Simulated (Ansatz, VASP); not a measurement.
One calculation of BiAu3, two programs

```
Bi Au
1.0
     0.00000    3.48317    3.48317
     3.48317    0.00000    3.48317
     3.48317    3.48317    0.00000
Bi Au
1 3
Direct
  0.00000 0.00000 0.00000
  0.75000 0.75000 0.75000
  0.50000 0.50000 0.50000
  0.25000 0.25000 0.25000
```

Alike in both runs: functional PBE; k mesh 10 × 10 × 10; occupations fermi-dirac, width 0.15 eV; no spin polarisation.

Ansatz relaxed the structure, and its values are those at the end. VASP's run is a single point on that final structure, the one shown.

|  | VASP | Ansatz |
| --- | --- | --- |
| version | VASP 6.6.1 | Ansatz 0.2.0 |
| potentials or method | VASP PAW PBE potentials, release 64 (Bi_d, Au) | scalar-relativistic, plane waves, PAW |
| plane-wave cutoff (eV) | 520 | 420 |
| valence electrons in the cell | 48 | 72 |

Ansatz gave:

```
gap on the k mesh at the Fermi level (eV) : none
pressure (GPa)                            : 0.0
```

Question: What did VASP give for the same quantities?

Answer: gap on the k mesh at the Fermi level (eV): none; pressure (GPa): -0.1.

A gap of «none» marks a metal or a gap that the smearing closes. The two sets of potentials don't hold the same shells in valence.

Caveats: spin-orbit coupling is left out, which moves the levels of the heavy elements.
